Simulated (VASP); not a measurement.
These are TPSS meta-GGA, VASP's PBE PAW potentials (set 64) (plane waves; VASP) values and carry that method's errors.

Input for VASP

**INCAR**
```
EDIFFG=-0.01   ! ionic stop
METAGGA=TPSS
LMAXMIX=6
ISMEAR=1
ISIF=3   ! ions, shape and volume
SYSTEM=Gd
PREC=Accurate
LCHARG=.False.
NSW=60
ENCUT=520   ! plane-wave cut-off (eV)
ALGO=Normal
NELM=100
SIGMA=0.1   ! width (eV)
LMIXTAU=.True.
LREAL=.False.   ! projection in real space or not
LWAVE=.False.
IBRION=2   ! conjugate gradients
EDIFF=1E-6
LASPH=.True.
```

File KPOINTS:
```
Automatic mesh
0
Gamma
11 11 6
0 0 0
```

POSCAR:
```
Gd
1.0
  1.8094655326  -3.1340860232   0.0000000000
  1.8094655326   3.1340860232   0.0000000000
  0.0000000000   0.0000000000   5.6649899482
Gd
2
Cart
  1.8094655326   1.0446974305   1.4162474870
  1.8094655326  -1.0446974305   4.2487424611
```

POTCAR, in this order: Gd_3 (PBE.64 set). Program: vasp_std.

The 4f electrons are frozen in the core of the lanthanide potential, so 4f levels, which can set the real gap, and their magnetism are missing.

Question: Predict the energy per atom (σ→0), band gap (on the k-mesh).

Answer: 
```
Item                                                         Value
------------------------  ----------------------------------------
energy per atom (σ→0)                               -9088 meV/atom
band gap (on the k-mesh)  none (metal, semimetal or under 0.01 eV)
```

File OSZICAR:
```
...
DAV:  12    -0.181752504076E+02   -0.13208E-02   -0.34994E-04  2104   0.182E-01    0.345E-02
DAV:  13    -0.181751530819E+02    0.97326E-04   -0.32868E-05  1874   0.571E-02    0.116E-02
DAV:  14    -0.181752778013E+02   -0.12472E-03   -0.85155E-05  1719   0.947E-02    0.145E-02
DAV:  15    -0.181753235535E+02   -0.45752E-04   -0.10173E-05  1794   0.342E-02    0.678E-03
DAV:  16    -0.181753248918E+02   -0.13383E-05   -0.65782E-07   982   0.881E-03    0.270E-03
DAV:  17    -0.181753264242E+02   -0.15325E-05   -0.50419E-07   907   0.790E-03    0.657E-04
DAV:  18    -0.181753265980E+02   -0.17377E-06   -0.14201E-07   907   0.379E-03
   1 F= -.18175327E+02 E0= -.18175373E+02  d E =-.181753E+02
```

The compound is Gd in the hcp structure. It was relaxed first. The start is the result of an earlier pass.
